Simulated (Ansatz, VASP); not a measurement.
# AlHNF (F-AlN-H chair, 1 layer) in two plane-wave programs, part 2 of 2

One calculation is typed for both programs; each brings its own data sets. How far apart do they land? Of the first pair: The structure shown is the start of the Ansatz relaxation below; VASP solves that cell, so the two are compared at the walk's first step.

VASP 6.6.1 and Ansatz 0.2.0.

So far: The starting structure; Ansatz: relaxation, PBE.

### Step 3. VASP: single point, PBE, start cell, pair 1

Level of this step: PBE; plane waves and PAW (H, N, Al, F) (VASP).

The same cell, functional, mesh and smearing now go to VASP, with its own data sets.

Lines of VASP's logs that name or quote its potential files are left out, and so is its time.

The input, INCAR:

```
SYSTEM = AlHNF
PREC = Accurate
ENCUT = 520
EDIFF = 1E-06
NELM = 120
ISMEAR = -1
SIGMA = 0.05
LREAL = .FALSE.
ALGO = Normal
GGA = PE
NBANDS = 14
LORBIT = 11
LWAVE = .FALSE.
LCHARG = .FALSE.
ISIF = 2
LDIPOL = .TRUE.
IDIPOL = 3
DIPOL = 0.5 0.5 0.492
LVHAR = .TRUE.
LASPH = .TRUE.
GGA_COMPAT = .FALSE.
EFERMI = MIDGAP
NELMDL = -8
```

The input, POSCAR:

```
AlHNF
1.0
    3.1680000000      0.0000000000      0.0000000000
   -1.5840000000      2.7435680000      0.0000000000
    0.0000000000      0.0000000000     25.4400000000
H N Al F
1 1 1 1
Direct
    0.6666667274      0.3333334548      0.4323899371
    0.6666667274      0.3333334548      0.4724842767
    0.3333334548      0.6666669097      0.4976415094
    0.3333334548      0.6666669097      0.5676100629
```

The input, KPOINTS:

```
Automatic mesh
0
Gamma
12 12 1
0 0 0
```

Potentials, in the order of the species: H, N, Al and F (PBE family, release 64).

Command:

```console
mpirun -np 1 vasp_std
```

Numbers of over 12 decimals in the logs are rounded to 6 here.

Log:

```text
[banner, memory and clock lines left out]
running    1 mpi-ranks, on    1 nodes
 distrk:  each k-point on    1 cores,    1 groups
 distr:  one band on    1 cores,    1 groups

 POSCAR found type information on POSCAR H N AlF
 POSCAR found :  4 types and       4 ions
 LDA part: xc-table for (Slater+PW92), standard interpolation
 POSCAR, INCAR and KPOINTS ok, starting setup
 FFT: planning ... GRIDC
 FFT: planning ... GRID_SOFT
 FFT: planning ... GRID
 WAVECAR not read
 entering main loop
       N       E                     dE             d eps       ncg     rms          rms(c)
DAV:   1     0.128844317883E+03    0.12884E+03   -0.58361E+03   572   0.818E+02
DAV:   2    -0.749612628083E+01   -0.13634E+03   -0.12501E+03   894   0.188E+02
DAV:   3    -0.267198920264E+02   -0.19224E+02   -0.19081E+02   694   0.878E+01
DAV:   4    -0.271017037957E+02   -0.38181E+00   -0.38153E+00   664   0.155E+01
DAV:   5    -0.271072256302E+02   -0.55218E-02   -0.55212E-02   694   0.167E+00
DAV:   6    -0.271073686161E+02   -0.14299E-03   -0.14299E-03   694   0.299E-01
DAV:   7    -0.271073735388E+02   -0.49226E-05   -0.49226E-05   714   0.518E-02
DAV:   8    -0.271073737229E+02   -0.18417E-06   -0.18417E-06   652   0.104E-02    0.101E+01
DAV:   9    -0.236225073801E+02    0.34849E+01   -0.94933E+00   712   0.234E+01    0.401E+00
DAV:  10    -0.234927813347E+02    0.12973E+00   -0.75901E-01   688   0.516E+00    0.274E+00
DAV:  11    -0.233441316700E+02    0.14865E+00   -0.89293E-02   676   0.335E+00    0.856E-01
DAV:  12    -0.232877065448E+02    0.56425E-01   -0.38896E-02   688   0.192E+00    0.308E-01
DAV:  13    -0.232788578329E+02    0.88487E-02   -0.23541E-02   694   0.102E+00    0.274E-01
DAV:  14    -0.232767259493E+02    0.21319E-02   -0.43473E-03   688   0.502E-01    0.114E-01
[...]
DAV:  20    -0.232793750901E+02   -0.15152E-03   -0.14383E-05   556   0.196E-02    0.303E-03
DAV:  21    -0.232794222253E+02   -0.47135E-04   -0.22688E-06   482   0.891E-03    0.175E-03
DAV:  22    -0.232794795970E+02   -0.57372E-04   -0.34350E-06   504   0.795E-03    0.726E-04
DAV:  23    -0.232794935323E+02   -0.13935E-04   -0.43666E-07   442   0.359E-03    0.755E-04
DAV:  24    -0.232795073415E+02   -0.13809E-04   -0.42421E-07   432   0.342E-03    0.395E-04
DAV:  25    -0.232795094831E+02   -0.21416E-05   -0.35651E-08   470   0.133E-03    0.188E-04
DAV:  26    -0.232795109414E+02   -0.14583E-05   -0.20479E-08   416   0.808E-04    0.158E-04
DAV:  27    -0.232795111393E+02   -0.19781E-06   -0.56683E-09   452   0.625E-04
   1 F= -.23279511E+02 E0= -.23279511E+02  d E =-.713491E-08
```

Parts of OUTCAR (step 3):

```text
ion  position               nearest neighbor table
   1  0.667  0.333  0.432-   2 1.02
   2  0.667  0.333  0.472-   1 1.02   3 1.94   3 1.94   3 1.94
   3  0.333  0.667  0.498-   4 1.78   2 1.94   2 1.94   2 1.94
   4  0.333  0.667  0.568-   3 1.78

  LATTYP: Found a hexagonal cell.
 ALAT       =     3.1680000000
 C/A-ratio  =     8.0303030303

 Subroutine GETGRP returns: Found  6 space group operations
 (whereof  6 operations were pure point group operations)

The static configuration has the point symmetry C_3v.

 Found     19 irreducible k-points:

   k-points           NKPTS =     19   k-points in BZ     NKDIM =     19   number of bands    NBANDS=     14

   dimension x,y,z NGX =    24 NGY =   24 NGZ =  192
   dimension x,y,z NGXF=    48 NGYF=   48 NGZF=  384

   ENCUT  =  520.0 eV  38.22 Ry    6.18 a.u.   5.89  5.89 47.30*2*pi/ulx,y,z

   NELECT =      16.0000    total number of electrons

 k-points in reciprocal lattice and weights: Automatic mesh
   0.00000000  0.00000000  0.00000000       0.007
   0.08333333  0.00000000  0.00000000       0.042
   0.16666667  0.00000000  0.00000000       0.042
   0.25000000  0.00000000  0.00000000       0.042
   0.33333333  0.00000000  0.00000000       0.042
   0.41666667  0.00000000  0.00000000       0.042
   0.50000000  0.00000000  0.00000000       0.021
   0.08333333  0.08333333  0.00000000       0.042
   0.16666667  0.08333333  0.00000000       0.083
[...]
0.33333333  0.25000000  0.00000000       0.083
   0.33333333  0.33333333  0.00000000       0.014

 dipolmoment           0.000000      0.000000      0.411006 electrons x Angstroem

 average (electrostatic) potential at core
       1 -44.5457       2 -73.2445       3 -84.0608       4 -81.1370

 E-fermi :  -4.3382

 k-point     1 :       0.0000    0.0000    0.0000
  band No.  band energies     occupation
    ...
      4      -7.1457      2.00000
      5      -7.0910      2.00000
      6      -7.0910      2.00000
      7      -5.2299      2.00000
      8      -5.2299      2.00000
      9      -3.5756      0.00000
     10      -2.2426      0.00000
     11      -1.4541      0.00000
     12      -0.4663      0.00000
     13       0.7875      0.00000
    ...

 k-point     2 :       0.0833    0.0000    0.0000
  band No.  band energies     occupation
    ...
      4      -7.5459      2.00000
      5      -7.1543      2.00000
      6      -7.0374      2.00000
      7      -5.3267      2.00000
      8      -5.2430      2.00000
      9      -3.3995      0.00000
     10      -2.0906      0.00000
     11      -1.2653      0.00000
     12      -0.2484      0.00000
     13       0.9515      0.00000
    ...

 k-point     3 :       0.1667    0.0000    0.0000
  band No.  band energies     occupation
    ...
      4      -8.3805      2.00000
      5      -7.3198      2.00000
      6      -7.0048      2.00000
      7      -5.5673      2.00000
      8      -5.2798      2.00000
      9      -2.9601      0.00000
     10      -1.6599      0.00000
     11      -0.7821      0.00000
     12       0.3075      0.00000
     13       1.3192      0.00000
    ...

  Total       -0.0167759     -0.0167759     -5.1680295     -0.0000000     -0.0000000      0.0000000
  in kB       -0.1215566     -0.1215566    -37.4470456     -0.0000000     -0.0000000      0.0000000
  external PRESSURE =     -12.5633863 kB  Pullay stress =       0.0000000 kB

  energy-cutoff  :      520.00
  volume of cell :      221.11
      direct lattice vectors                 reciprocal lattice vectors
     3.168000000  0.000000000  0.000000000     0.315656566  0.182244435  0.000000000
    -1.584000000  2.743568000  0.000000000     0.000000000  0.364488870  0.000000000
     0.000000000  0.000000000 25.440000000     0.000000000  0.000000000  0.039308176

 POSITION                                       TOTAL-FORCE (eV/Angst)
 -----------------------------------------------------------------------------------
      1.58400      0.91452     11.00000         0.000000      0.000000     -0.414425
      1.58400      0.91452     12.02000         0.000000     -0.000000      0.138713
     -0.00000      1.82905     12.66000         0.000000     -0.000000      3.518090
     -0.00000      1.82905     14.44000        -0.000000     -0.000000     -3.242378
 -----------------------------------------------------------------------------------
    total drift:                                0.000000     -0.001524     -0.000397

  FREE ENERGIE OF THE ION-ELECTRON SYSTEM (eV)
  ---------------------------------------------------
  free  energy   TOTEN  =       -23.2795111393 eV

  energy  without entropy=      -23.2795111321  energy(sigma->0) =      -23.27951114

 vacuum level on the upper side and lower side of the slab         6.035        -2.523

 total charge
# of ion       s       p       d       tot
------------------------------------------
    1        0.644   0.084   0.000   0.729
    2        1.225   2.657   0.000   3.883
    3        0.350   0.395   0.000   0.745
    4        1.744   4.304   0.000   6.049
--------------------------------------------------
tot          3.964   7.441   0.000  11.405

[... 3 further parts left out ...]
```

### Step 4. Comparison

Known differences besides the potentials themselves: the cutoff is 420 eV in Ansatz and 520 eV in VASP. Total energies have different zeros and are not compared.

Forces (eV/Å; atoms numbered as in POSCAR):

| atom | Ansatz x, y, z | VASP x, y, z |
| --- | --- | --- |
| H1 | 0.000, 0.000, -0.394 | 0.000, 0.000, -0.414 |
| N2 | 0.000, 0.000, 0.125 | 0.000, 0.000, 0.139 |
| Al3 | 0.000, 0.000, 3.590 | 0.000, 0.000, 3.518 |
| F4 | 0.000, 0.000, -3.321 | 0.000, 0.000, -3.242 |

The forces differ by 32 meV/Å r.m.s., which is 2.3 % of the r.m.s. force of 1.387 eV/Å (both taken over all components). With vacuum in the cell, a pressure given here is an average over mostly empty space and none of the material.

### Step 5. Ansatz: relaxation, PBE

This run makes the geometry at which the two programs are then compared.

The structure compared here is the end of the Ansatz relaxation.

The input, input.yaml:

```yaml
crystal:
  lattice:
    - [3.168, 0.0, 0.0]
    - [-1.584, 2.7435684792, 0.0]
    - [0.0, 0.0, 25.44]
  atoms:
    - { symbol: H, position: [0.6666666667, 0.3333333333, 0.4323899371] }
    - { symbol: "N", position: [0.6666666667, 0.3333333333, 0.4724842767] }
    - { symbol: Al, position: [0.3333333333, 0.6666666667, 0.4976415094] }
    - { symbol: F, position: [0.3333333333, 0.6666666667, 0.5676100629] }
kpoints:
  mp_grid: { grid: [12, 12, 1] }
hamiltonian:
  xc: pbe
scf:
  occupations: { method: fermi_dirac, width: 0.05 }
  convergence: { dr2_threshold: 1.0e-08 }
efield:
  axis: 3
  dipole_correction: true
  ramp_position: 0.97
  ramp_width: 0.04
relax:
  f_tol: 0.01
  cell: { fix: [c, alpha, beta] }
output:
  write_potential: true
  write_density: true
  volumetric_format: npy
```

Command:

```console
ansatz run input.yaml --threads 4 --pin off --max-ram 8192MiB --backend cpu --events-out ev --progress --plain --runs-dir out
```

Log:

```text
[...]
Crystal: 4 atoms, lattice volume = 221.115 Å³
Basis set: ecut = 420 eV, 4309 PW (Γ), exchange–correlation on 48×48×360 points (8 copies of the dense FFT grid, shifted against one another)
[...]
cell:  # Å, volume = 220.8527 Å³
    - [3.166121, 0.0, 0]
    - [-1.583060, 2.741941, 0]
    - [0, 0, 25.44]
  atoms:
    - { symbol: H, position: [0.666667, 0.333333, 0.433239] }
    - { symbol: N, position: [0.666667, 0.333333, 0.473633] }
    - { symbol: Al, position: [0.333333, 0.666667, 0.499510] }
    - { symbol: F, position: [0.333333, 0.666667, 0.563744] }
[key lines of the parts left out:]
SCF converged after 3 iterations
Free energy (F): -1749.196674 eV
Fermi energy:    -4.246132 eV
Dipole field:    D = -0.286912 V/Å  (p = -0.350179 e·Å, saw-weighted, corrected)
Work function:   Φ+ = 9.8004 eV   Φ− = 2.5013 eV
P = ⅓ Tr σ = -0.0044 GPa (-0.044 kbar)
```

### Step 6. VASP: single point, PBE, relaxed cell, pair 2

The same cell, functional, mesh and smearing now go to VASP, with its own data sets.

Changes to INCAR since step 3:

```diff
@@ -2,3 +2,3 @@
 PREC = Accurate
-ENCUT = 520
+ENCUT = 600
 EDIFF = 1E-06
```

The input, POSCAR:

```
AlHNF
1.0
    3.1661209579      0.0000000000      0.0000000000
   -1.5830604790      2.7419411810      0.0000000000
    0.0000000000      0.0000000000     25.4400000000
H N Al F
1 1 1 1
Direct
    0.6666666667      0.3333333333      0.4332392162
    0.6666666667      0.3333333333      0.4736330024
    0.3333333333      0.6666666667      0.4995095766
    0.3333333333      0.6666666667      0.5637439909
```

KPOINTS is that of step 3.

Command:

```console
mpirun -np 1 vasp_std
```

Log:

```text
[... set-up lines as in an earlier step ...]
 entering main loop
       N       E                     dE             d eps       ncg     rms          rms(c)
DAV:   1     0.150559154522E+03    0.15056E+03   -0.59433E+03   556   0.910E+02
DAV:   2    -0.472839976826E+01   -0.15529E+03   -0.14094E+03   900   0.196E+02
DAV:   3    -0.266764583467E+02   -0.21948E+02   -0.21771E+02   724   0.955E+01
DAV:   4    -0.272168862803E+02   -0.54043E+00   -0.54005E+00   646   0.177E+01
[...]
DAV:  25    -0.235457511136E+02   -0.42898E-05   -0.12222E-07   428   0.230E-03    0.496E-04
DAV:  26    -0.235457545510E+02   -0.34373E-05   -0.48638E-08   422   0.208E-03    0.223E-04
DAV:  27    -0.235457551844E+02   -0.63343E-06   -0.14706E-08   416   0.795E-04
   1 F= -.23545755E+02 E0= -.23545755E+02  d E =-.316779E-13
```

OUTCAR, selected parts (step 6):

```text
  Total       -0.1723705     -0.1723705      0.2530240      0.0000000      0.0000000     -0.0000000
  in kB       -1.2504628     -1.2504628      1.8355640      0.0000000      0.0000000     -0.0000000
  external PRESSURE =      -0.2217872 kB  Pullay stress =       0.0000000 kB

 POSITION                                       TOTAL-FORCE (eV/Angst)
 -----------------------------------------------------------------------------------
      1.58306      0.91398     11.02161         0.000000      0.000000     -0.020771
      1.58306      0.91398     12.04922        -0.000000      0.000000      0.004633
     -0.00000      1.82796     12.70752        -0.000000      0.000000     -0.145754
     -0.00000      1.82796     14.34165         0.000000     -0.000000      0.161892
 -----------------------------------------------------------------------------------
    total drift:                               -0.000000     -0.000000     -0.000529

  FREE ENERGIE OF THE ION-ELECTRON SYSTEM (eV)
  ---------------------------------------------------
  free  energy   TOTEN  =       -23.5457551844 eV

  energy  without entropy=      -23.5457551844  energy(sigma->0) =      -23.54575518

[... 1 part as in an earlier step ...]

[... 2 further parts left out ...]
[key lines of the parts left out:]
E-fermi :  -4.5554
```

### Step 7. Comparison

What differs besides the data sets and the points named for the pairs above, as far as they apply: the cutoff is 420 eV in Ansatz and 600 eV in VASP; Ansatz's pressure holds a Pulay correction, VASP's none. Total energies have different zeros and are not compared.

Both answers:

| quantity | Ansatz | VASP | difference |
| --- | --- | --- | --- |
| pressure (GPa) | 0.00 | -0.02 | +0.02 |
| gap on the k mesh (eV) | 3.071 | 3.027 | +0.043 |

Forces (eV/Å; atoms numbered as in POSCAR):

| atom | Ansatz x, y, z | VASP x, y, z |
| --- | --- | --- |
| H1 | 0.000, 0.000, 0.001 | 0.000, 0.000, -0.021 |
| N2 | 0.000, 0.000, 0.000 | 0.000, 0.000, 0.005 |
| Al3 | 0.000, 0.000, 0.000 | 0.000, 0.000, -0.146 |
| F4 | 0.000, 0.000, -0.002 | 0.000, 0.000, 0.162 |

The forces differ by 64 meV/Å r.m.s., where the r.m.s. force is 0.001 eV/Å in Ansatz and 0.063 eV/Å in VASP: the atoms lie near their places of rest in Ansatz, so a percentage would say little (all taken over all components). A gap on the mesh is an upper bound, since the band edges may lie between its points. With vacuum in the cell, a pressure given here is an average over mostly empty space and none of the material.

### Step 8. Summary of results

```yaml
r_m_s_force_difference_single_point_pbe_start_cell_pair_1: 2.3 % of the r.m.s. force
r_m_s_force_difference_single_point_pbe_relaxed_cell_pair_2: 64 meV/Å
difference_in_gap_on_the_k_mesh_single_point_pbe_relaxed_cell_pair_2: 0.043 eV
```

In words: The r.m.s. force difference is 64 meV/Å (single point, PBE, relaxed cell, pair 2), beyond the 12 meV/Å picked in this series as the mark of a large difference. What causes the difference of the single point, PBE, relaxed cell, pair 2 pair stays open here. How closely two codes agree says nothing of how well the functional describes the real material.

[Lines on the potential files, build, host, timing and source positions are cut from VASP's logs without a mark.]

[Logs are printed without paths, hosts, clocks, repeated set-up lines and the standing remarks that a program may print on its own settings, such as how far it seeks lower states.]

[Hosts, paths, dates, database ids (printed as entryN), source tags and the programs' standing remarks are cut or masked in the printed files.]
